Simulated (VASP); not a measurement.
A run of VASP 6.6.1 is set up as follows.

The input INCAR:

```
ALGO     = Normal         # electronic algorithm
EDIFF    = 1E-6           # SCF threshold, eV
ENCUT    = 520            # plane-wave cutoff, eV
GGA      = PE             # functional
ISIF     = 2              # what is computed and relaxed
ISMEAR   = -1             # smearing method
IVDW     = 12             # dispersion correction
LASPH    = T              # aspherical terms in the spheres
LCHARG   = F              # write CHGCAR
LREAL    = Auto         
LWAVE    = F              # write WAVECAR
NBANDS   = 56             # bands
NELM     = 100            # most SCF steps
PREC     = Accurate       # precision mode
SIGMA    = 0.05           # smearing width, eV
```

KPOINTS

```
k-points
0
Gamma
  1 1 1
```

POSCAR

```
LiH16ClO8
1.0
    6.5731380000      0.0000000000      0.0000000000
    0.0000000000      6.5731380000      0.0000000000
    0.0000000000      0.0000000000      6.5731380000
O H Li Cl
8 16 1 1
Direct
    0.8524695511      1.0129560645      0.4027604471
    0.0548444289      0.1103582490      0.8356282798
    0.4396378107      0.0568373888     -0.0747436004
    0.7432827365      0.5980248703      0.0197926774
    0.5493266686      0.2615493544      0.5709753850
    0.4716773024      0.8019609508      0.2801249571
    0.3182650357      0.6200691359      0.7987509162
    0.9090330980      0.4772454192      0.6778041173
    0.7661028872      0.9262090648      0.3228747061
    0.9056100754      1.0884603366      0.2886596934
    0.0017951852      0.2461381459      0.7760676864
    0.0160197458      0.0145288293      0.7336374194
    0.4833155793      0.1410133181     -0.1860602957
    0.2891313099      0.0837955935     -0.0748805213
    0.8206734744      0.5195387652      0.1160480732
    0.7969557310      0.5617712575     -0.1034057097
    0.4374622897      0.3014998316      0.4804706671
    0.6358758937      0.1536861085      0.5162526635
    0.3632207326      0.7036213145      0.3106887456
    0.4474575157      0.9216602481      0.3701580584
    0.1890421287      0.5533430152      0.8365715127
    0.3242895555      0.6003373123      0.6508763394
    1.0161508856      0.4831634449      0.5587133573
    0.7832788540      0.4306466713      0.6032735050
    0.5011761506      0.7840699526      0.9789844668
    0.1649136227      0.4325787774      0.3248220256
```

Potentials or basis: VASP PAW PBE potentials, release 64 (O, H, Li_sv, Cl).

Command:

```bash
$ cat potpaw_PBE.64/O/POTCAR potpaw_PBE.64/H/POTCAR potpaw_PBE.64/Li_sv/POTCAR potpaw_PBE.64/Cl/POTCAR > POTCAR
$ mpirun -np 1 vasp_gam > vasp.out
```

**Question.** Predict the dispersion energy per atom.

**Answer.** -0.042 eV.

**Question.** Estimate the largest force.

**Answer.** 4.052 eV/Å.

Forces in eV/Å, atoms in the order of the input:
```
O   -0.172  0.134  0.069
O   -0.674  1.985  0.069
O   -0.485 -0.341  0.910
O   -1.808  1.424  3.077
O    0.138  0.413  0.721
O   -0.029  1.026  0.888
O   -0.588 -0.232 -0.225
O    0.118 -0.420 -1.452
H   -0.672 -1.308  0.012
H    0.872  0.925 -0.091
H    0.403 -1.124  0.637
H   -0.162 -0.762 -0.685
H    0.445  0.633 -0.799
H    0.404 -0.194 -0.124
H    0.213 -0.084  0.669
H    1.608 -0.954 -3.595
H   -0.089 -0.189 -0.382
H    0.283 -0.036 -0.660
H   -0.211 -0.328  0.103
H   -0.177 -0.846 -0.808
H    0.591  0.358 -0.008
H    0.057  0.032  0.340
H   -0.977 -0.031  0.739
H    0.472  0.080  0.657
Li   0.085 -0.249  0.164
Cl   0.355  0.087 -0.225
```
